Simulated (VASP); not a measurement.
A VASP calculation is set up with these files.

POSCAR:
```
TiB
1
    2.7885307515     0.0000000000     0.0000000000
    0.0000000000     2.7885307515    -0.0000000000
    0.0000000000     0.0000000000     2.7885307515
Ti B
1 1
Direct
  0.0000000000   0.0000000000   0.0000000000
  0.5000000000   0.5000000000   0.5000000000
```

INCAR:
```
! general
SYSTEM =TiB
PREC   =Accurate
ENCUT  =520
LREAL  =F
LASPH  =T

! electronic loop
EDIFF  =1E-6
NELM   =100
ALGO   =Normal
LMAXMIX=4

! smearing
ISMEAR =1
SIGMA  =0.1

! functional
GGA    =PE

! ions
IBRION =2
NSW    =60
ISIF   =3
EDIFFG =-0.01

! output
LWAVE  =F
LCHARG =F
```

**KPOINTS**
```
Automatic mesh
0
Gamma
12 12 12
0 0 0
```

POTCAR, in this order: Ti_sv B (PBE.64 set). Program: vasp_std.

Problem. Write an equivalent input for Quantum ESPRESSO's pw.x.

Solution. One equivalent input (not run):
```
&CONTROL
  calculation = 'vc-relax'
  pseudo_dir = './pseudo'
  outdir = './out'
  tprnfor = .true.
  tstress = .true.
  nstep = 60
  forc_conv_thr = 0.00039
/
&SYSTEM
  ibrav = 0
  nat = 2
  ntyp = 2
  ecutwfc = 84
  occupations = 'smearing'
  smearing = 'methfessel-paxton'
  degauss = 0.00735
  input_dft = 'pbe'
/
&ELECTRONS
  conv_thr = 7.3e-08
  electron_maxstep = 100
/
&IONS
/
&CELL
/
ATOMIC_SPECIES
  Ti 47.867 Ti.upf
  B 10.810 B.upf
CELL_PARAMETERS angstrom
     2.7885308    0.0000000    0.0000000
     0.0000000    2.7885308   -0.0000000
     0.0000000    0.0000000    2.7885308
ATOMIC_POSITIONS crystal
  Ti   0.0000000  0.0000000  0.0000000
  B    0.5000000  0.5000000  0.5000000
K_POINTS automatic
  12 12 12 0 0 0
```
What does not carry over: the potentials are each code's own (VASP's PAW set, PseudoDojo norm-conserving files in pw.x), so ENCUT and ecutwfc are chosen apart and not converted; conv_thr bounds pw.x's estimated SCF error, while EDIFF bounds the energy change between steps; forc_conv_thr acts on force components and is met together with etot_conv_thr.

The structure was generated: TiB was put into the CsCl type type (Pm-3m), which need not be its known phase. It was relaxed first, which changed the volume by -32 %. The start is the result of an earlier pass.
